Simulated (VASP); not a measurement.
Crystal: Ru.

```xyz
2
Lattice="2.7190 0.0000 0.0000 -1.3595 2.3547 0.0000 0.0000 0.0000 4.2968" Properties=species:S:1:pos:R:3 pbc="T T T"
Ru    0.0000    1.5698    1.0742
Ru    1.3595    0.7849    3.2226
```

Program: VASP 6.6.1. Alike in all runs: task single point; potentials or basis VASP PAW PBE potentials, release 64 (Ru_pv); no spin polarisation; cell as given; smearing methfessel-paxton 0.1 eV. Hardware: 4 MPI ranks on Intel(R) Xeon(R) 6975P-C (Granite Rapids), on a shared host.

Order these runs on this cell by their wall time, lowest first.
A. level r2SCAN; k mesh 18 × 18 × 10; cutoff (eV) 450
B. level PBEsol; k mesh 18 × 18 × 10; cutoff (eV) 300
C. level PBEsol; k mesh 18 × 18 × 10; cutoff (eV) 600
D. level HSE06; k mesh 10 × 10 × 6; cutoff (eV) 450; grid for exact exchange (PRECFOCK) Fast; screening parameter 0.2 1/A

B (4.8 s), C (13 s), A (52 s), D (1500 s).
